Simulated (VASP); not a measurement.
Level of theory: RPBE GGA, VASP's PBE PAW potentials (set 64) (plane waves; VASP).

VASP ran on this input.

### INCAR
```
SYSTEM = RuAl
PREC = Accurate; ENCUT = 520; LREAL = .FALSE.
LASPH = .TRUE.
EDIFF = 1E-6; NELM = 100; ALGO = Normal
LMAXMIX = 4
ISMEAR = 1; SIGMA = 0.1
GGA = RP
IBRION = 2; NSW = 60; ISIF = 3
EDIFFG = -0.01
LWAVE = .FALSE.; LCHARG = .FALSE.
```

**KPOINTS**
```
Automatic mesh
0
Gamma
11 11 11
0 0 0
```

### POSCAR
```
RuAl
1
    2.9900000000     0.0000000000     0.0000000000
    0.0000000000     2.9900000000     0.0000000000
    0.0000000000     0.0000000000     2.9900000000
Al Ru
1 1
Direct
  0.5000000000   0.5000000000   0.5000000000
  0.0000000000   0.0000000000   0.0000000000
```

POTCAR, in this order: Al Ru_pv (PBE.64 set). Program: vasp_std.

What VASP printed:

File OUTCAR:
```
 ion  position               nearest neighbor table
   1  0.500  0.500  0.500-   2 2.59   2 2.59   2 2.59   2 2.59   2 2.59   2 2.59   2 2.59   2 2.59
  LATTYP: Found a simple cubic cell.
 ALAT       =     2.9900000000
 Subroutine PRICEL returns:
 Original cell was already a primitive cell.
 Subroutine GETGRP returns: Found 48 space group operations
The static configuration has the point symmetry O_h .
The dynamic configuration has the point symmetry O_h .
 Subroutine INISYM returns: Found 48 space group operations
 Subroutine IBZKPT returns following result:
 Found     56 irreducible k-points:

 Following reciprocal coordinates:
            Coordinates               Weight
  0.000000  0.000000  0.000000      1.000000
  0.090909  0.000000  0.000000      6.000000
  0.181818  0.000000  0.000000      6.000000
  0.272727  0.000000  0.000000      6.000000
  0.363636  0.000000  0.000000      6.000000
  0.454545  0.000000  0.000000      6.000000
  0.090909  0.090909  0.000000     12.000000
  0.181818  0.090909  0.000000     24.000000
  0.272727  0.090909  0.000000     24.000000
  0.363636  0.090909  0.000000     24.000000
...
```

File OSZICAR:
```
       N       E                     dE             d eps       ncg     rms          rms(c)
DAV:   1     0.116420495999E+03    0.11642E+03   -0.94041E+03  1352   0.133E+03
DAV:   2    -0.115366687821E+02   -0.12796E+03   -0.12343E+03  1460   0.351E+02
DAV:   3    -0.139340012332E+02   -0.23973E+01   -0.23217E+01  1604   0.491E+01
DAV:   4    -0.139588963166E+02   -0.24895E-01   -0.24883E-01  1504   0.487E+00
DAV:   5    -0.139595387054E+02   -0.64239E-03   -0.64237E-03  1696   0.708E-01    0.119E+01
DAV:   6    -0.134225978881E+02    0.53694E+00   -0.33338E+00  1420   0.210E+01    0.268E+00
DAV:   7    -0.133598907741E+02    0.62707E-01   -0.24684E-01  1412   0.591E+00    0.214E+00
DAV:   8    -0.133460683047E+02    0.13822E-01   -0.15713E-02  1448   0.131E+00    0.220E-01
DAV:   9    -0.133459602898E+02    0.10801E-03   -0.25850E-04  1672   0.162E-01    0.143E-01
DAV:  10    -0.133459626885E+02   -0.23987E-05   -0.30304E-05  1584   0.733E-02    0.796E-03
DAV:  11    -0.133459614001E+02    0.12884E-05   -0.15681E-06  1032   0.169E-02    0.505E-03
DAV:  12    -0.133459608648E+02    0.53532E-06   -0.83193E-08   724   0.336E-03
   1 F= -.13345961E+02 E0= -.13345504E+02  d E =-.133460E+02
       N       E                     dE             d eps       ncg     rms          rms(c)
DAV:   1    -0.155725505889E+02   -0.22266E+01   -0.30731E+01  1368   0.793E+01    0.111E+01
DAV:   2    -0.138291984187E+02    0.17434E+01   -0.16358E+01  1408   0.462E+01    0.498E+00
DAV:   3    -0.133314344373E+02    0.49776E+00   -0.14240E+00  1400   0.133E+01    0.176E+00
DAV:   4    -0.133268187896E+02    0.46156E-02   -0.40174E-02  1436   0.150E+00    0.108E+00
DAV:   5    -0.133290445035E+02   -0.22257E-02   -0.14190E-02  1464   0.102E+00    0.182E-01
DAV:   6    -0.133291981924E+02   -0.15369E-03   -0.14955E-03  1620   0.396E-01    0.490E-02
DAV:   7    -0.133292137102E+02   -0.15518E-04   -0.17524E-04  1512   0.141E-01    0.372E-02
DAV:   8    -0.133292036081E+02    0.10102E-04   -0.44679E-05  1496   0.772E-02    0.264E-03
DAV:   9    -0.133292036917E+02   -0.83617E-07   -0.69630E-07   900   0.849E-03
   2 F= -.13329204E+02 E0= -.13328777E+02  d E =0.167572E-01
       N       E                     dE             d eps       ncg     rms          rms(c)
DAV:   1    -0.140897134817E+02   -0.76051E+00   -0.10568E+01  1376   0.452E+01    0.790E+00
DAV:   2    -0.134336223397E+02    0.65609E+00   -0.43328E+00  1388   0.243E+01    0.295E+00
DAV:   3    -0.133624069751E+02    0.71215E-01   -0.26185E-01  1384   0.601E+00    0.865E-01
DAV:   4    -0.133613058426E+02    0.11011E-02   -0.17150E-02  1396   0.108E+00    0.239E-01
DAV:   5    -0.133616249468E+02   -0.31910E-03   -0.35051E-04  1640   0.157E-01    0.117E-01
DAV:   6    -0.133617223761E+02   -0.97429E-04   -0.60238E-05  1456   0.724E-02    0.286E-02
DAV:   7    -0.133617305308E+02   -0.81547E-05   -0.52689E-06  1632   0.249E-02    0.739E-03
DAV:   8    -0.133617296038E+02    0.92695E-06   -0.11059E-07   692   0.368E-03
   3 F= -.13361730E+02 E0= -.13361286E+02  d E =-.157687E-01
```

### OUTCAR
```
------------------------ aborting loop because EDIFF is reached ----------------------------------------
  FORCE on cell =-STRESS in cart. coord.  units (eV):
  Direction    XX          YY          ZZ          XY          YZ          ZX
  --------------------------------------------------------------------------------------
  Total       -0.0080323     -0.0080323     -0.0080323      0.0000000     -0.0000000      0.0000000
  in kB       -0.4668856     -0.4668856     -0.4668856      0.0000000     -0.0000000      0.0000000
  external PRESSURE =      -0.4668856 kB  Pullay stress =       0.0000000 kB
  volume of cell :       27.56
      direct lattice vectors                 reciprocal lattice vectors
     3.020741530  0.000000000 -0.000000000     0.331044543  0.000000000  0.000000000
    -0.000000000  3.020741530  0.000000000    -0.000000000  0.331044543 -0.000000000
    -0.000000000  0.000000000  3.020741530     0.000000000 -0.000000000  0.331044543
 POSITION                                       TOTAL-FORCE (eV/Angst)
 -----------------------------------------------------------------------------------
      1.51037      1.51037      1.51037        -0.000000     -0.000000      0.000000
      0.00000      0.00000      0.00000         0.000000      0.000000     -0.000000
 -----------------------------------------------------------------------------------
    total drift:                                0.000000      0.000000      0.000000
  FREE ENERGIE OF THE ION-ELECTRON SYSTEM (eV)
  ---------------------------------------------------
  free  energy   TOTEN  =       -13.3617296038 eV

  energy  without entropy=      -13.3603990743  energy(sigma->0) =      -13.36128609

 reached required accuracy - stopping structural energy minimisation
```
(Selected blocks of OUTCAR.)

File CONTCAR:
```
RuAl
   1.00000000000000
     3.0207415300526153    0.0000000000000000   -0.0000000000000000
    -0.0000000000000000    3.0207415300526153    0.0000000000000000
    -0.0000000000000000    0.0000000000000000    3.0207415300526153
  Al              Ru
     1     1
Direct
     0.5000000000000000    0.5000000000000000    0.5000000000000000
     0.0000000000000000    0.0000000000000000    0.0000000000000000
```

Energy and stress use the plane-wave basis of the starting cell.

The compound is RuAl in the CsCl type structure. This run relaxes it. Symmetry was kept, so distortions that lower it aren't found. The electron count is odd and the run is not spin-polarised, which forces a metal.
